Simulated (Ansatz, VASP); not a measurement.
# Cross-check of W2CSO (W2COS MXene monolayer) between VASP and Ansatz

Aim: how closely do two programs agree when they are given the same cell, functional and k mesh? The structure shown is the start of the Ansatz relaxation below; VASP solves that cell, so the two are compared at the walk's first step.

Program: Ansatz 0.2.0. Level of theory: plane waves, with VASP 6.6.1 beside it; single point at PBE with D3(BJ). Results are calculated unless marked as measured.

## (1) Starting point

The cell holds 5 atoms: 1 S, 2 W, 1 C and 1 O. Its edges and angles: a = 3.125 Å, b = 3.125 Å, c = 41.617 Å, α = 90.0°, β = 90.0°, γ = 120.0°. Vacuum lies along c.

## (2) Ansatz: relaxation, PBE with D3(BJ)

Ansatz runs on its PAW soft_1 files.

The two programs are compared at the cell with which this relaxation starts, whose forces are those of its first step.

Input file input.yaml:

```yaml
crystal:
  lattice:
    - [3.125408, 0.0, 0.0]
    - [-1.562704, 2.7066827252, 0.0]
    - [0.0, 0.0, 41.6172382408]
  atoms:
    - { symbol: S, position: [0.3333333333, 0.6666666667, 0.4361173583] }
    - { symbol: W, position: [0.6666666667, 0.3333333333, 0.477971162] }
    - { symbol: C, position: [0.0, 0.0, 0.5076031794] }
    - { symbol: W, position: [0.3333333333, 0.6666666667, 0.5372351969] }
    - { symbol: O, position: [0.6666666667, 0.3333333333, 0.5638826417] }
  periodic: [true, true, false]
kpoints:
  mp_grid: { grid: [12, 12, 1] }
hamiltonian:
  xc: pbe
  dispersion: d3bj
  pseudopotentials: { kind: paw, azcp: { folder: soft_1 } }
scf:
  occupations: { method: fermi_dirac, width: 0.05 }
  convergence: { dr2_threshold: 1.0e-09 }
relax:
  f_tol: 0.004
  max_steps: 90
  cell: {}
output:
  write_potential: true
  write_density: true
  volumetric_format: npy
```

On the command line:

```bash
$ ansatz run input.yaml --threads 2 --pin off --max-ram 3072MiB --backend cpu --events-out ev --progress --plain --runs-dir out
```

Numbers of over 12 decimals in the logs are rounded to 6 here.

What it wrote:

```text
Warning: relax.cell: scf.convergence.dr2_threshold = 1e-9 eV is looser than the 2.13112571672e-10 eV advised for a relaxation that steers and ends on the stress (1e-10 eV for each atom of the cell: 5, times the square of relax.cell.stress_2d_tol = 0.05 N/m over 15.3 Å (the atoms' height at the walk's start and 5 Å past either face), 3.264e-2 GPa, over a crystal's default 0.05). What an SCF threshold leaves in a stress goes as its square root, and in the free energy as the threshold itself, and one threshold admits the most on a small cell: [figures from the program's tests cut] Set scf.convergence.dr2_threshold to 2.13112571672e-10 eV or tighter. [rest of the remark cut]
Engine: ansatz 0.2.0, aarch64-unknown-linux-gnu
Pseudopotentials: kind: paw
Pseudopotential: S, paw, valence charge 6, recommended cutoff 420 eV (normal), soft_1/S.paw.azcp
Pseudopotential: W, paw, valence charge 14, recommended cutoff 420 eV (normal), soft_1/W.paw.azcp
Pseudopotential: C, paw, valence charge 4, recommended cutoff 420 eV (normal), soft_1/C.paw.azcp
Pseudopotential: O, paw, valence charge 6, recommended cutoff 420 eV (normal), soft_1/O.paw.azcp
Functional definition: PBE
  parameter kappa = 0.804
  parameter beta = 0.066725
  exchange = pbe_x(kappa = kappa, mu = beta*pi^2/3)
  correlation = pbe_c(beta = beta)
Crystal: 5 atoms, lattice volume = 352.061 Å³
Basis set: ecut = 420 eV, 6823 PW (Γ), exchange–correlation on 48×48×576 points (8 copies of the dense FFT grid, shifted against one another)
Bands: 27, of which v1, the nominal top of the filled ones, is band 22 counted from 1 (21 counted from 0)
Symmetry: 6 space group operations
Space group: P3m1 (ITA 156), of the structure as read, at distance tolerance 7.1e-5 Å
k-points: 19 of 144 (time reversal used)
Non-local potential: S, projectors of the file, l = 0: 2, l = 1: 2, l = 2: 1
Non-local potential: W, projectors of the file, l = 0: 3, l = 1: 2, l = 2: 2, l = 3: 1
Non-local potential: C, projectors of the file, l = 0: 2, l = 1: 2, l = 2: 1
Non-local potential: O, projectors of the file, l = 0: 2, l = 1: 2, l = 2: 1
PAW form: soft (Blöchl's): semilocal exchange-correlation on the pseudo side does not see the compensation charge
PAW one-centre angular grid: S, 110 points (default); XC on 64 Gauss nodes
PAW one-centre angular grid: W, 590 points (default); XC on 64 Gauss nodes
PAW one-centre angular grid: C, 110 points (default); XC on 64 Gauss nodes
PAW one-centre angular grid: O, 110 points (default); XC on 64 Gauss nodes
Initial density: superposition of atomic densities (neutral atoms: chi_scale 0, normalization atom)
Initial wavefunctions: pseudopotential atomic-orbital guess
Functional: x = pbe(κ = 0.804, μ = 0.219515), c = pbe(β = 0.066725)
SCF iter   1: F=—  HF=-22497.524397 eV  |F-HF|=—  |Δ(HF+E_count)|=         —  Δρ=5.78e-2  dr2=1.60e1  ethr=3.10e-3  ⟨swp⟩=15.6  Hψ=4189  notcnv=0
preconditioner: auto → LDOS  [metal: Δε(μ)=0.077 eV  Ē_g=9.470 eV  σ=0.050 eV  W_gap=0.36  n_scr=24 (ndim 8)  ℏωp=10.5 eV  f_vac=0.786  D(μ)=2.07/eV (n_scr^D=12)  β→1.0]
SCF iter   2: F=—  HF=-22495.274248 eV  |F-HF|=—  |Δ(HF+E_count)|=    2.25e0  Δρ=5.43e-2  dr2=1.16e1  ethr=3.10e-3  ⟨swp⟩=5.6  Hψ=2021  notcnv=0  defer=1
SCF iter   3: F=—  HF=-22493.696595 eV  |F-HF|=—  |Δ(HF+E_count)|=    1.58e0  Δρ=1.06e-2  dr2=5.52e-1  ethr=3.10e-3  ⟨swp⟩=5.2  Hψ=1801  notcnv=0
SCF iter   4: F=—  HF=-22493.624725 eV  |F-HF|=—  |Δ(HF+E_count)|=   7.19e-2  Δρ=2.40e-3  dr2=4.21e-2  ethr=1.25e-3  ⟨swp⟩=3.2  Hψ=1059  notcnv=0
SCF iter   5: F=—  HF=-22493.621601 eV  |F-HF|=—  |Δ(HF+E_count)|=   3.12e-3  Δρ=6.30e-4  dr2=4.17e-3  ethr=9.58e-5  ⟨swp⟩=3.5  Hψ=1364  notcnv=0
SCF iter   6: F=—  HF=-22493.621623 eV  |F-HF|=—  |Δ(HF+E_count)|=   2.20e-5  Δρ=2.52e-4  dr2=5.13e-4  ethr=9.48e-6  ⟨swp⟩=3.2  Hψ=995  notcnv=0
SCF iter   7: F=—  HF=-22493.621644 eV  |F-HF|=—  |Δ(HF+E_count)|=   2.07e-5  Δρ=4.62e-5  dr2=2.35e-5  ethr=1.17e-6  ⟨swp⟩=3.5  Hψ=1114  notcnv=0
SCF iter   8: F=—  HF=-22493.621656 eV  |F-HF|=—  |Δ(HF+E_count)|=   1.19e-5  Δρ=1.81e-5  dr2=7.19e-7  ethr=5.34e-8  ⟨swp⟩=3.8  Hψ=1227  notcnv=0
SCF iter   9: F=—  HF=-22493.621656 eV  |F-HF|=—  |Δ(HF+E_count)|=   1.74e-7  Δρ=4.38e-6  dr2=7.90e-8  ethr=1.63e-9  ⟨swp⟩=3.8  Hψ=1306  notcnv=0
SCF iter  10: F=—  HF=-22493.621656 eV  |F-HF|=—  |Δ(HF+E_count)|=   1.40e-7  Δρ=1.20e-6  dr2=7.58e-9  ethr=1.80e-10  ⟨swp⟩=3.4  Hψ=1142  notcnv=0
[...]
Crystal: 5 atoms, lattice volume = 359.855 Å³
[...]
SCF iter   1: F=—  HF=-22494.030363 eV  |F-HF|=—  |Δ(HF+E_count)|=         —  Δρ=2.56e-5  dr2=2.99e-6  ethr=7.80e-9  ⟨swp⟩=5.2  Hψ=4941  notcnv=0
preconditioner: auto → LDOS  [metal: Δε(μ)=0.078 eV  Ē_g=8.604 eV  σ=0.050 eV  W_gap=0.33  n_scr=24 (ndim 8)  ℏωp=10.4 eV  f_vac=0.801  D(μ)=1.21/eV (n_scr^D=10)  β→1.0]
SCF iter   2: F=—  HF=-22494.030391 eV  |F-HF|=—  |Δ(HF+E_count)|=   2.88e-5  Δρ=1.96e-5  dr2=2.28e-6  ethr=6.79e-9  ⟨swp⟩=3.2  Hψ=1003  notcnv=0
SCF iter   3: F=—  HF=-22494.030391 eV  |F-HF|=—  |Δ(HF+E_count)|=   1.62e-7  Δρ=2.42e-6  dr2=2.74e-8  ethr=5.17e-9  ⟨swp⟩=2.3  Hψ=816  notcnv=0
SCF iter   4: F=—  HF=-22494.030391 eV  |F-HF|=—  |Δ(HF+E_count)|=   2.16e-8  Δρ=6.26e-7  dr2=3.10e-9  ethr=6.22e-11  ⟨swp⟩=4.2  Hψ=1306  notcnv=0
SCF iter   5: F=-22494.030391 eV  HF=-22494.030391 eV  |F-HF|=1.03e-9  |Δ(HF+E_count)|=   3.99e-9  Δρ=1.93e-7  dr2=1.29e-10  ethr=2.27e-12  ⟨swp⟩=13.9  Hψ=4852  notcnv=0
SCF 9 converged in 5 iterations: F = -22494.030391 eV  dr2 = 1.29e-10
relax step   9: F+E_penalty+E_count = -22494.03039121 eV  Δ(F+E_penalty+E_count) = +2.528e-5 eV  max|allowed force component| = 1.252e-3 eV/Å  Δτ_max = 0.0006 Å  P = +0.002 N/m  Ω = 359.855 Å³  energy of the carried Pulay correction = -3.066e-5 eV  fix = [c, alpha, beta]  reactions: c +0.000 N/m  (5 SCF iters, accepted)
iter 1 solved again at ethr=3.55e-7 eV; its pass at ethr=3.10e-3 eV (dr2=1.56e-4 eV) is discarded
SCF iter   1: F=—  HF=-22494.030359 eV  |F-HF|=—  |Δ(HF+E_count)|=         —  Δρ=3.88e-6  dr2=1.60e-8  ethr=3.55e-7  ⟨swp⟩=7.3  Hψ=7261  notcnv=0
eigensolver tolerance schedule: the retry pair's looser diagonalisation over-reported the residual by 9768.32 of it (diagonalisation noise at an unbounded share of the residual, at the tolerance the schedule requests for it); recorded, not acted on — ethr = c·dr2/N_el stays at c = 1.0e-1
SCF iter   2: F=—  HF=-22494.030422 eV  |F-HF|=—  |Δ(HF+E_count)|=   6.29e-5  Δρ=2.08e-6  dr2=7.15e-8  ethr=3.63e-11  ⟨swp⟩=6.7  Hψ=2350  notcnv=0
SCF iter   3: F=—  HF=-22494.030422 eV  |F-HF|=—  |Δ(HF+E_count)|=   3.22e-9  Δρ=6.00e-7  dr2=4.14e-9  ethr=3.63e-11  ⟨swp⟩=3.4  Hψ=1047  notcnv=0
SCF iter   4: F=-22494.030422 eV  HF=-22494.030422 eV  |F-HF|=3.93e-10  |Δ(HF+E_count)|=  2.44e-10  Δρ=2.37e-7  dr2=7.08e-10  ethr=2.27e-12  ⟨swp⟩=17.2  Hψ=5702  notcnv=0
SCF 10 converged in 4 iterations: F = -22494.030422 eV  dr2 = 7.08e-10
relax step  10: F+E_penalty+E_count = -22494.03042166 eV  Δ(F+E_penalty+E_count) = -3.045e-5 eV  max|allowed force component| = 1.238e-3 eV/Å  Δτ_max = 0.0000 Å  P = +0.002 N/m  Ω = 359.855 Å³  fix = [c, alpha, beta]  reactions: c +0.000 N/m  stress off target by 1.94e-3 N/m on what of the cell is left free  SCF on the basis re-selected at this cell (its energy is not comparable with the rows above)  (4 SCF iters)
basis re-selected at this cell: Δ(F+E_penalty+E_count) = -3.045e-5 eV, ΔP = +0.000 N/m vs the last step (what re-selecting the basis moved, of the pressure what is left beyond the Pulay correction that the steps carried, after the strain that the cell walked since its last selection, with what the two solves' SCF thresholds leave and, on support functions, any second-order correction that the steps lacked; it is no m [...]
WARN: The output density's exchange-correlation potential varies sharply where the density is thin. Do not read a vacuum level from v_tot or v_xc, or from such a field of the output density. On a cell that repeats whose density bears no net charge and no dipole along the vacuum's axis use v_es (v_loc + v_h of the components); under efield.dipole_correction with no amplitude use v_es + v_field, which holds any externa [...]
SCF converged after 4 iterations
Free energy (F): -22494.030422 eV
Harris-Foulkes:  -22494.030422 eV  (|F-HF|=3.93e-10)
Internal energy: -22494.019859 eV  (E = F + TS)
E sigma→0 (E₀):  -22494.025140 eV
Entropy (-TS):   -0.010563 eV (-2.113 meV/atom)
Fermi energy:    -5.303258 eV
--- Per-component energies (eV) ---
  E_band       = -1209.718136
  E_kinetic    = 1205.531939
  E_local      = -174489.235423  (includes V_loc(G=0)·N_el)
  E_nonlocal   = 59.454952
  E_hartree    = 86546.650349
  E_xc         = -743.326255
  E_vxc        = -695.373477  (∫ρ·V_xc dr)
  E_paw        = -18025.674515  (= ΣΔE_a)
  E_vpaw       = -383.394202  (= ΣTr[D̂ρ^β])
  E_aug_tail   = 0.001041  (compensation charges beyond the density's cutoff)
  E_ewald      = 82954.041529
  E_disp       = -1.463478  (pairwise vdW)
  E_smearing   = -0.010563  (= −TS)
  E_closure    = 0.000000  (closes the sum)
  Σ components = -22494.030422   (vs F -22494.030422, Δ=0.00e0)
--- Forces (eV/Å), atoms counted from 1 ---
  atom   1  S      0.00000000    -0.00000000    -0.00123867
  atom   2  W     -0.00000000     0.00000000     0.00103793
  atom   3  C      0.00000000    -0.00000000     0.00115800
  atom   4  W      0.00000000    -0.00000000    -0.00026661
  atom   5  O     -0.00000000     0.00000000    -0.00069163
  max |Σ_I F_I| component: 9.64e-7 eV/Å
--- 2D stress c σ (N/m, compression-positive) ---
        0.001944       0.000000      -0.000000
        0.000000       0.001944      -0.000000
       -0.000000      -0.000000       0.000000
  P = ½ c Tr σ = 0.0019 N/m
--- Band table (eV; the first three rows and the last of 19) ---
  k-point 0: bands = [... 18 lower, -7.9554, -7.9554, -6.6029, -6.6029, -6.4332, -4.7082, -4.7082, -4.2140, ... 1 higher]
  k-point 1: bands = [... 18 lower, -8.1195, -8.0889, -7.1090, -6.4186, -5.9785, -4.6449, -4.5733, -3.9158, ... 1 higher]
  k-point 2: bands = [... 18 lower, -8.2343, -8.0537, -7.6806, -6.2046, -5.5618, -4.6067, -4.1083, -3.6411, ... 1 higher]
  k-point 18: bands = [... 18 lower, -9.8938, -9.7373, -6.2276, -5.9974, -5.6631, -3.9257, -3.3776, -3.1068, ... 1 higher]
  the weakly bound empty levels are not read free of the cell's end (no_gap_told)
--- Relaxed structure (8 steps of the walk, 8 accepted, 2 SCFs on fresh bases) ---
  F+E_penalty+E_count = -22494.03042166 eV   max|allowed force component| = 1.238e-3 eV/Å   (the final SCF, on the basis selected at the relaxed cell)
  cell:  # Å, volume = 359.8551 Å³
    - [3.159817, 0.0, 0]
    - [-1.579908, 2.736482, 0]
    - [0, 0, 41.6172382408]
  atoms:
    - { symbol: S, position: [0.333333, 0.666667, 0.441039] }
    - { symbol: W, position: [0.666667, 0.333333, 0.480738] }
    - { symbol: C, position: [0, 0, 0.507606] }
    - { symbol: W, position: [0.333333, 0.666667, 0.533345] }
    - { symbol: O, position: [0.666667, 0.333333, 0.560082] }
```

(Part 1 of 2 ends here.)

[Lines on the potential files, build, host, timing and source positions are cut from VASP's logs without a mark.]

[Logs are printed without paths, hosts, clocks, repeated set-up lines and the standing remarks that a program may print on its own settings, such as how far it seeks lower states.]

[Hosts, paths, dates, database ids (printed as entryN), source tags and the programs' standing remarks are cut or masked in the printed files.]
